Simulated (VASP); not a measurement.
Input:

```yaml
crystal:
  lattice:
    - [0.00000, 3.27363, 3.27363]
    - [3.27363, 0.00000, 3.27363]
    - [3.27363, 3.27363, 0.00000]
  atoms:
    - { symbol: K, position: [0.00000, 0.00000, 0.00000] }
    - { symbol: Br, position: [0.50000, 0.50000, 0.50000] }
```

Method: r2SCAN+rVV10, VASP's PBE PAW potentials (set 64) (plane waves; VASP). Numerical set-up: 520 eV cut-off, 7×7×7 Γ-centred mesh, Gaussian smearing of 0.050 eV, potentials K_sv Br.

Question: Estimate the energy per atom (σ→0), band gap (on the k-mesh) with the smallest direct gap where there is one.

Answer: 
| Quantity | Value |
|---|---|
| band gap (on the k-mesh) | 5.05 eV |
| smallest direct gap (on the k-mesh) | 5.05 eV |
| energy per atom (σ→0) | -11.368 eV/atom |

The compound is KBr in the rock salt structure. It was relaxed first.
